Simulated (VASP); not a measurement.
# SrO: exact exchange and RPA correlation, part 4 of 6

Aim: total energies of SrO from exact exchange and RPA correlation, beside cheaper functionals. The scan starts from a database cell scaled to its smallest volume. The cell is of the rock-salt type. The start is a cell from a database of measured crystal structures.

VASP 6.6.1, plane waves and PAW; the level of theory is named at each step.

So far. Step 16 (Orbitals, volume ratio 1): The run ends at a pressure of 3.35 GPa. Step 17 (Exact exchange, volume ratio 1): The Hartree-Fock energy on these orbitals is -14.9247 eV an atom.

The database entry behind the starting cell differs from other determinations of this structure, so it need not match the best structure at room temperature.

### 18. Empty bands, volume ratio 1

This step: PBE; plane waves and PAW (Sr_sv_GW, O_GW) (VASP 6.6.1).

The empty bands are made again, for the run that follows.

Input file INCAR:

```
SYSTEM = SrO
PREC = Accurate
ENCUT = 560
ISMEAR = 0
SIGMA = 0.05
LREAL = .FALSE.
GGA = PE
NBANDS = 1032
ALGO = Exact
NELM = 1
LWAVE = .TRUE.
LCHARG = .FALSE.
LOPTICS = .TRUE.
NEDOS = 1000
CSHIFT = 0.1
```

Input file POSCAR:

```
SrO
1.0
    0.0000000000      2.5663000000      2.5663000000
    2.5663000000      0.0000000000      2.5663000000
    2.5663000000      2.5663000000      0.0000000000
Sr O
1 1
Direct
    0.5000000000      0.5000000000      0.5000000000
    0.0000000000      0.0000000000      0.0000000000
```

Input file KPOINTS:

```
Automatic mesh
0
Gamma
4 4 4
0 0 0
```

The projector-augmented-wave data sets are Sr_sv_GW and O_GW (PBE family, release 64).

On the command line:

```sh
$ mpirun -np 8 vasp_std
```

Standard output:

```text
[banner, memory and clock lines left out]
running    8 mpi-ranks, on    1 nodes
[...]
[... a notice as in an earlier step ...]

 LDA part: xc-table for (Slater+PW92), standard interpolation
 found WAVECAR, reading the header
  number of bands has changed, file:    14 present:  1032
  trying to continue reading WAVECAR, but it might fail
 POSCAR, INCAR and KPOINTS ok, starting setup
[...]
reading WAVECAR
 random initialization beyond band           14
 the WAVECAR file was read successfully
 initial charge from wavefunction
 entering main loop
       N       E                     dE             d eps       ncg     rms          rms(c)
DIA:   1    -0.168030E+02   -0.16803E+02    0.00000E+00     0   0.000E+00
   1 F= -.16802974E+02 E0= -.16802974E+02  d E =-.179147E-29
 writing wavefunctions
 optical routines
 imaginary and real dielectric function
 recalculating local potential from charge density
 direction            1
 direction            2
 direction            3
```

It took 5.6 s on 8 MPI ranks of Intel Xeon 6975P-C (Granite Rapids), shared host; peak memory 1.2 GiB.

From OUTCAR (step 18):

```text
  Total        0.7070862      0.7070862      0.7070862      0.0000000      0.0000000     -0.0000000
  in kB       33.5143407     33.5143407     33.5143407      0.0000000      0.0000000     -0.0000000
  external PRESSURE =      33.5143407 kB  Pullay stress =       0.0000000 kB

 POSITION                                       TOTAL-FORCE (eV/Angst)
 -----------------------------------------------------------------------------------
      2.56630      2.56630      2.56630         0.000000      0.000000      0.000000
      0.00000      0.00000      0.00000        -0.000000     -0.000000     -0.000000
 -----------------------------------------------------------------------------------
    total drift:                                0.000000      0.000000      0.000000

  FREE ENERGIE OF THE ION-ELECTRON SYSTEM (eV)
  ---------------------------------------------------
  free  energy   TOTEN  =       -16.8029740460 eV

  energy  without entropy=      -16.8029740460  energy(sigma->0) =      -16.80297405

[... 1 part as in an earlier step ...]

[... 2 further parts left out ...]
[key lines of the parts left out:]
E-fermi :   3.6107
```

WAVECAR now holds 1032 bands for 16 electrons.

### 19. RPA correlation, volume ratio 1

This step: RPA correlation on PBE orbitals; plane waves and PAW (Sr_sv_GW, O_GW) (VASP 6.6.1).

RPA correlation at this point.

Input file INCAR:

```
SYSTEM = SrO
PREC = Accurate
ENCUT = 560
ISMEAR = 0
SIGMA = 0.05
LREAL = .FALSE.
GGA = PE
NBANDS = 1032
ALGO = ACFDT
ENCUTGW = 200
NOMEGA = 12
PRECFOCK = Fast
LWAVE = .FALSE.
LCHARG = .FALSE.
```

POSCAR is that of step 18.

KPOINTS is that of step 18.

On the command line:

```sh
$ mpirun -np 8 vasp_std
```

Standard output:

```text
[banner, memory and clock lines left out]
running    8 mpi-ranks, on    1 nodes
[...]
[... a notice as in an earlier step ...]

 LDA part: xc-table for (Slater+PW92), standard interpolation
 found WAVECAR, reading the header
 POSCAR, INCAR and KPOINTS ok, starting setup
[...]
reading WAVECAR
 the WAVECAR file was read successfully
 initial charge from wavefunction
 available memory per node:    117.55 GB, setting MAXMEM to    120368

 The Fermi energy was updated, please check that it is located mid-gap
 values below the HOMO (VB) or above the LUMO (CB) will cause erroneous energies
 E-fermi :   4.8712

 the WAVEDER file was read successfully
 set NWRITE>2 for more details about minimax calculation
 number of imaginary grid points requested:      12
 number of distinct grids requested:  1
 quadrature errors minimized for energies in [ 0.331E+01, 0.584E+03 ]
 bosonic grid (T=0, re) determined with error: 0.1073E-07
 bosonic grid (re): 0.1073E-07
[...]
NQ=   2    0.2500    0.0000    0.0000,
|.........|.........|.........|.........
 performed      12570000 updates of chi_q(r,r)
 total number of BLAS operations       4875.49 Gflops
NQ=   3    0.5000    0.0000    0.0000,
|.........|.........|.........|.........
 performed      18855000 updates of chi_q(r,r)
 total number of BLAS operations       7489.38 Gflops
NQ=   4    0.2500    0.2500    0.0000,
|.........|.........|.........|.........
 performed      25140000 updates of chi_q(r,r)
 total number of BLAS operations       9879.00 Gflops
NQ=   5    0.5000    0.2500    0.0000,
|.........|.........|.........|.........
 performed      31425000 updates of chi_q(r,r)
 total number of BLAS operations      12224.98 Gflops
NQ=   6   -0.2500    0.2500    0.0000,
|.........|.........|.........|.........
 performed      37710000 updates of chi_q(r,r)
 total number of BLAS operations      14614.61 Gflops
NQ=   7    0.5000    0.5000    0.0000,
|.........|.........|.........|.........
 performed      43995000 updates of chi_q(r,r)
 total number of BLAS operations      17092.73 Gflops
NQ=   8   -0.2500    0.5000    0.2500,
|.........|.........|.........|.........
 performed      50280000 updates of chi_q(r,r)
 total number of BLAS operations      19268.15 Gflops
 entering main loop
```

It took 78 s on 8 MPI ranks; peak memory 2.4 GiB; 10 min of CPU time.

From OUTCAR (step 19):

```text
      cutoff energy     smooth cutoff   RPA   correlation   Hartree contr. to MP2
---------------------------------------------------------------------------------
            200.000           160.000      -21.2953931177      -32.7569756332
            190.476           152.381      -20.9736612299      -32.3578645886
            181.406           145.125      -20.6464346779      -31.9470116731
            172.768           138.214      -20.3086312356      -31.5175768293
            164.541           131.632      -19.9584646464      -31.0669074102
            156.705           125.364      -19.6046458591      -30.6054736915
            149.243           119.394      -19.2407167932      -30.1240346676
            142.136           113.709      -18.8669622934      -29.6227472330
  linear regression

[... 2 parts as in an earlier step ...]

[... 2 further parts left out ...]
[key lines of the parts left out:]
E-fermi :   4.8712
```

The correlation energy is -12.431 eV an atom, +10 meV against the point before. With exact exchange the total is -27.3561 eV an atom.

### 20. Comparison: r2SCAN, volume ratio 1

This step: r2SCAN; plane waves and PAW (Sr_sv_GW, O_GW) (VASP 6.6.1).

The comparison at this point.

Input file INCAR:

```
SYSTEM = SrO
PREC = Accurate
ENCUT = 560
EDIFF = 1E-06
NELM = 100
ISMEAR = 0
SIGMA = 0.05
LREAL = .FALSE.
ALGO = Normal
METAGGA = R2SCAN
LASPH = .TRUE.
NBANDS = 14
LWAVE = .FALSE.
LCHARG = .FALSE.
KPAR = 8
```

POSCAR is that of step 19.

KPOINTS is that of step 19.

On the command line:

```sh
$ mpirun -np 8 vasp_std
```

Standard output:

```text
[... set-up lines as in an earlier step ...]
 entering main loop
       N       E                     dE             d eps       ncg     rms          rms(c)
DAV:   1     0.873435E+02    0.87343E+02   -0.82441E+03   224   0.115E+03
DAV:   2    -0.354550E+02   -0.12280E+03   -0.10565E+03   330   0.311E+02
DAV:   3    -0.425780E+02   -0.71230E+01   -0.70388E+01   306   0.698E+01
DAV:   4    -0.427922E+02   -0.21426E+00   -0.21420E+00   290   0.102E+01
[...]
DAV:  14    -0.318126E+02    0.18224E-04   -0.42120E-05   348   0.730E-02    0.139E-02
DAV:  15    -0.318126E+02    0.23506E-05   -0.65279E-06   336   0.382E-02    0.416E-03
DAV:  16    -0.318126E+02   -0.46916E-06   -0.53908E-07   120   0.583E-03
   1 F= -.31812576E+02 E0= -.31812576E+02  d E =-.167511E-11
```

Run time: 11 s. Hardware: 8 MPI ranks; peak memory 1.3 GiB.

From OUTCAR (step 20):

```text
  Total        0.2937173      0.2937173      0.2937173     -0.0000000      0.0000000     -0.0000000
  in kB       13.9215580     13.9215580     13.9215580     -0.0000000      0.0000000     -0.0000000
  external PRESSURE =      13.9215580 kB  Pullay stress =       0.0000000 kB

  FREE ENERGIE OF THE ION-ELECTRON SYSTEM (eV)
  ---------------------------------------------------
  free  energy   TOTEN  =       -31.8125759134 eV

  energy  without entropy=      -31.8125759134  energy(sigma->0) =      -31.81257591

[... 3 parts as in an earlier step ...]

[... 1 further part left out ...]
[key lines of the parts left out:]
E-fermi :   3.1068
```

Its energy is -15.9063 eV an atom, on a zero of its own.

### 21. Orbitals for comparison: HSE06, volume ratio 1

This step: PBE; plane waves and PAW (Sr_sv_GW, O_GW) (VASP 6.6.1).

Starting orbitals, as before.

Input file INCAR:

```
SYSTEM = SrO
PREC = Accurate
ENCUT = 560
EDIFF = 1E-05
NELM = 100
ISMEAR = 0
SIGMA = 0.05
LREAL = .FALSE.
ALGO = Normal
GGA = PE
NBANDS = 14
LORBIT = 11
LWAVE = .TRUE.
LCHARG = .FALSE.
KPAR = 8
```

POSCAR is that of step 20.

KPOINTS is that of step 20.

On the command line:

```sh
$ mpirun -np 8 vasp_std
```

Standard output:

```text
[... set-up lines as in an earlier step ...]
 entering main loop
       N       E                     dE             d eps       ncg     rms          rms(c)
[... 12 cycles as in an earlier step ...]
DAV:  13    -0.168030E+02   -0.66492E-06   -0.64652E-06   154   0.355E-02
   1 F= -.16802974E+02 E0= -.16802974E+02  d E =-.347648E-13
 writing wavefunctions
```

Run time: 2.8 s. Hardware: 8 MPI ranks; peak memory 1.3 GiB; 17 s of CPU time.

Parts of OUTCAR (step 21):

```text
  Total        0.7124428      0.7124428      0.7124428      0.0000000      0.0000000     -0.0000000
  in kB       33.7682337     33.7682337     33.7682337      0.0000000      0.0000000     -0.0000000
  external PRESSURE =      33.7682337 kB  Pullay stress =       0.0000000 kB

  FREE ENERGIE OF THE ION-ELECTRON SYSTEM (eV)
  ---------------------------------------------------
  free  energy   TOTEN  =       -16.8029738218 eV

  energy  without entropy=      -16.8029738218  energy(sigma->0) =      -16.80297382

[... 3 parts as in an earlier step ...]

[... 1 further part left out ...]
[key lines of the parts left out:]
E-fermi :   3.4632
```

The run ends at a pressure of 3.38 GPa.

### 22. Comparison: HSE06, volume ratio 1

This step: HSE06; plane waves and PAW (Sr_sv_GW, O_GW) (VASP 6.6.1).

The comparison at this point.

Input file INCAR:

```
SYSTEM = SrO
PREC = Accurate
ENCUT = 560
EDIFF = 1E-06
NELM = 100
ISMEAR = 0
SIGMA = 0.05
LREAL = .FALSE.
ALGO = Normal
LHFCALC = .TRUE.
AEXX = 0.25
GGA = PE
HFSCREEN = 0.2
LASPH = .TRUE.
NBANDS = 14
PRECFOCK = Fast
LWAVE = .FALSE.
LCHARG = .FALSE.
KPAR = 8
```

POSCAR is that of step 21.

KPOINTS is that of step 21.

The WAVECAR or CHGCAR of an earlier step is read.

On the command line:

```sh
$ mpirun -np 8 vasp_std
```

Standard output:

```text
[... set-up lines as in an earlier step ...]
 entering main loop
       N       E                     dE             d eps       ncg     rms          rms(c)
DAV:   1    -0.195299E+02   -0.19530E+02   -0.23854E-01   248   0.791E+00    0.159E+00
DAV:   2    -0.195264E+02    0.35311E-02   -0.17852E-02   334   0.185E+00    0.457E-01
DAV:   3    -0.195257E+02    0.66560E-03   -0.28988E-03   266   0.480E-01    0.319E-01
DAV:   4    -0.195252E+02    0.53121E-03   -0.54531E-04   260   0.392E-01    0.147E-01
DAV:   5    -0.195250E+02    0.12988E-03   -0.23146E-04   280   0.219E-01    0.746E-02
DAV:   6    -0.195250E+02    0.44348E-04   -0.17820E-05   236   0.658E-02    0.442E-02
DAV:   7    -0.195250E+02    0.11885E-04   -0.89406E-06   318   0.358E-02    0.244E-02
DAV:   8    -0.195250E+02    0.27292E-05   -0.27932E-06   254   0.280E-02    0.143E-02
DAV:   9    -0.195250E+02    0.65505E-06   -0.96035E-07   160   0.173E-02
   1 F= -.19524985E+02 E0= -.19524985E+02  d E =-.216953E-23
```

Elapsed: 15 s, on 8 MPI ranks; peak memory 2 GiB; 1.9 min of CPU time.

From OUTCAR (step 22):

```text
 POSITION                                       TOTAL-FORCE (eV/Angst)
 -----------------------------------------------------------------------------------
      2.56630      2.56630      2.56630         0.000000      0.000000     -0.000000
      0.00000      0.00000      0.00000        -0.000000     -0.000000      0.000000
 -----------------------------------------------------------------------------------
    total drift:                               -0.000000     -0.000000     -0.000000

  FREE ENERGIE OF THE ION-ELECTRON SYSTEM (eV)
  ---------------------------------------------------
  free  energy   TOTEN  =       -19.5249852280 eV

  energy  without entropy=      -19.5249852280  energy(sigma->0) =      -19.52498523

[... 2 parts as in an earlier step ...]

[... 1 further part left out ...]
[key lines of the parts left out:]
E-fermi :   2.4705
```

Its energy is -9.7625 eV an atom, on a zero of its own.

### 23. Orbitals, volume ratio 1.03

This step: PBE; plane waves and PAW (Sr_sv_GW, O_GW) (VASP 6.6.1).

The same chain follows at a volume ratio of 1.03.

Input file INCAR:

```
SYSTEM = SrO
PREC = Accurate
ENCUT = 560
EDIFF = 1E-08
NELM = 100
ISMEAR = 0
SIGMA = 0.05
LREAL = .FALSE.
ALGO = Normal
GGA = PE
NBANDS = 14
LORBIT = 11
LWAVE = .TRUE.
LCHARG = .FALSE.
KPAR = 8
```

Input file POSCAR:

```
SrO
1.0
    0.0000000000      2.5917105635      2.5917105635
    2.5917105635      0.0000000000      2.5917105635
    2.5917105635      2.5917105635      0.0000000000
Sr O
1 1
Direct
    0.5000000000      0.5000000000      0.5000000000
    0.0000000000      0.0000000000      0.0000000000
```

KPOINTS is that of step 22.

On the command line:

```sh
$ mpirun -np 8 vasp_std
```

Standard output:

```text
[... set-up lines as in an earlier step ...]
 entering main loop
       N       E                     dE             d eps       ncg     rms          rms(c)
DAV:   1     0.114360E+03    0.11436E+03   -0.79779E+03   224   0.113E+03
DAV:   2    -0.140736E+02   -0.12843E+03   -0.11462E+03   330   0.327E+02
DAV:   3    -0.204206E+02   -0.63470E+01   -0.63007E+01   314   0.657E+01
DAV:   4    -0.205280E+02   -0.10742E+00   -0.10740E+00   276   0.748E+00
[...]
DAV:  17    -0.168158E+02   -0.49108E-07   -0.21790E-09   136   0.688E-04    0.280E-03
DAV:  18    -0.168158E+02   -0.13611E-07   -0.39833E-09   112   0.123E-03    0.109E-03
DAV:  19    -0.168158E+02   -0.44902E-08   -0.13809E-09   112   0.281E-04
   1 F= -.16815801E+02 E0= -.16815801E+02  d E =-.143978E-14
 writing wavefunctions
```

Wall time 3.2 s (8 MPI ranks); peak memory 1.3 GiB; 21 s of CPU time.

OUTCAR, selected parts (step 23):

```text
  Total        0.1283339      0.1283339      0.1283339     -0.0000000     -0.0000000     -0.0000000
  in kB        5.9055775      5.9055775      5.9055775     -0.0000000     -0.0000000     -0.0000000
  external PRESSURE =       5.9055775 kB  Pullay stress =       0.0000000 kB

 POSITION                                       TOTAL-FORCE (eV/Angst)
 -----------------------------------------------------------------------------------
      2.59171      2.59171      2.59171        -0.000000      0.000000     -0.000000
      0.00000      0.00000      0.00000         0.000000     -0.000000      0.000000
 -----------------------------------------------------------------------------------
    total drift:                                0.000000      0.000000      0.000000

  FREE ENERGIE OF THE ION-ELECTRON SYSTEM (eV)
  ---------------------------------------------------
  free  energy   TOTEN  =       -16.8158011654 eV

  energy  without entropy=      -16.8158011654  energy(sigma->0) =      -16.81580117

[... 1 part as in an earlier step ...]

[... 2 further parts left out ...]
[key lines of the parts left out:]
E-fermi :   3.2982
```

The run ends at a pressure of 0.59 GPa.

### 24. Exact exchange, volume ratio 1.03

This step: Hartree-Fock energy on PBE orbitals; plane waves and PAW (Sr_sv_GW, O_GW) (VASP 6.6.1).

Exact exchange at this point.

Input file INCAR:

```
SYSTEM = SrO
PREC = Accurate
ENCUT = 560
ISMEAR = 0
SIGMA = 0.05
LREAL = .FALSE.
GGA = PE
NBANDS = 14
ALGO = Eigenval
NELM = 1
LHFCALC = .TRUE.
AEXX = 1
ALDAC = 0
AGGAC = 0
PRECFOCK = Normal
LWAVE = .FALSE.
LCHARG = .FALSE.
```

POSCAR is that of step 23.

KPOINTS is that of step 23.

The WAVECAR or CHGCAR of an earlier step is read.

On the command line:

```sh
$ mpirun -np 8 vasp_std
```

Standard output:

```text
[... set-up lines as in an earlier step ...]
 entering main loop
       N       E                     dE             d eps       ncg     rms          rms(c)
EIG:   1    -0.298691E+02   -0.29869E+02    0.00000E+00     0   0.000E+00
   1 F= -.29869052E+02 E0= -.29869052E+02  d E =-.167145E-32
```

The job ended after 5 s (8 MPI ranks; peak memory 0.95 GiB).

OUTCAR, selected parts (step 24):

```text
 POSITION                                       TOTAL-FORCE (eV/Angst)
 -----------------------------------------------------------------------------------
      2.59171      2.59171      2.59171         0.000000      0.000000     -0.000000
      0.00000      0.00000      0.00000        -0.000000      0.000000      0.000000
 -----------------------------------------------------------------------------------
    total drift:                               -0.000000      0.000000      0.000000

  FREE ENERGIE OF THE ION-ELECTRON SYSTEM (eV)
  ---------------------------------------------------
  free  energy   TOTEN  =       -29.8690519436 eV

  energy  without entropy=      -29.8690519436  energy(sigma->0) =      -29.86905194

[... 2 parts as in an earlier step ...]

[... 1 further part left out ...]
[key lines of the parts left out:]
E-fermi :   3.4506
```

The Hartree-Fock energy on these orbitals is -14.9345 eV an atom.

### 25. Empty bands, volume ratio 1.03

This step: PBE; plane waves and PAW (Sr_sv_GW, O_GW) (VASP 6.6.1).

The empty bands are made again, for the run that follows.

Input file INCAR:

```
SYSTEM = SrO
PREC = Accurate
ENCUT = 560
ISMEAR = 0
SIGMA = 0.05
LREAL = .FALSE.
GGA = PE
NBANDS = 1064
ALGO = Exact
NELM = 1
LWAVE = .TRUE.
LCHARG = .FALSE.
LOPTICS = .TRUE.
NEDOS = 1000
CSHIFT = 0.1
```

POSCAR is that of step 24.

KPOINTS is that of step 24.

On the command line:

```sh
$ mpirun -np 8 vasp_std
```

Standard output:

```text
[banner, memory and clock lines left out]
running    8 mpi-ranks, on    1 nodes
[...]
[... a notice as in an earlier step ...]

 LDA part: xc-table for (Slater+PW92), standard interpolation
 found WAVECAR, reading the header
  number of bands has changed, file:    14 present:  1064
  trying to continue reading WAVECAR, but it might fail
 POSCAR, INCAR and KPOINTS ok, starting setup
[...]
reading WAVECAR
 random initialization beyond band           14
 the WAVECAR file was read successfully
 initial charge from wavefunction
 entering main loop
       N       E                     dE             d eps       ncg     rms          rms(c)
DIA:   1    -0.168158E+02   -0.16816E+02    0.00000E+00     0   0.000E+00
   1 F= -.16815801E+02 E0= -.16815801E+02  d E =-.133992E-21
 writing wavefunctions
 optical routines
 imaginary and real dielectric function
 recalculating local potential from charge density
 direction            1
 direction            2
 direction            3
```

Run time: 6.4 s. Hardware: 8 MPI ranks; peak memory 1.3 GiB; 46 s of CPU time.

From OUTCAR (step 25):

```text
  Total        0.1282615      0.1282615      0.1282615     -0.0000000      0.0000000     -0.0000000
  in kB        5.9022453      5.9022453      5.9022453     -0.0000000      0.0000000     -0.0000000
  external PRESSURE =       5.9022453 kB  Pullay stress =       0.0000000 kB

 POSITION                                       TOTAL-FORCE (eV/Angst)
 -----------------------------------------------------------------------------------
      2.59171      2.59171      2.59171         0.000000      0.000000     -0.000000
      0.00000      0.00000      0.00000        -0.000000     -0.000000      0.000000
 -----------------------------------------------------------------------------------
    total drift:                                0.000000      0.000000      0.000000

  FREE ENERGIE OF THE ION-ELECTRON SYSTEM (eV)
  ---------------------------------------------------
  free  energy   TOTEN  =       -16.8158011714 eV

  energy  without entropy=      -16.8158011714  energy(sigma->0) =      -16.81580117

[... 1 part as in an earlier step ...]

[... 2 further parts left out ...]
[key lines of the parts left out:]
E-fermi :   3.3664
```

WAVECAR now holds 1064 bands for 16 electrons.

[end of part 4 of 6]

[Long decimals in the printed logs are rounded to 6 places.]

[Lines on the potential files, build, host, timing and source positions are cut from VASP's logs without a mark.]

[Logs are printed without paths, hosts, clocks, repeated set-up lines and the standing remarks that a program may print on its own settings, such as how far it seeks lower states.]

[Hosts, paths, dates, database ids (printed as entryN), source tags and the programs' standing remarks are cut or masked in the printed files.]

[Measured values are set beside computed ones only where the two were judged alike; some that the calculation misses by far are left out.]

[Pressures printed for these runs are not shown converged in the cutoff: they can be off by several GPa and have the wrong sign.]
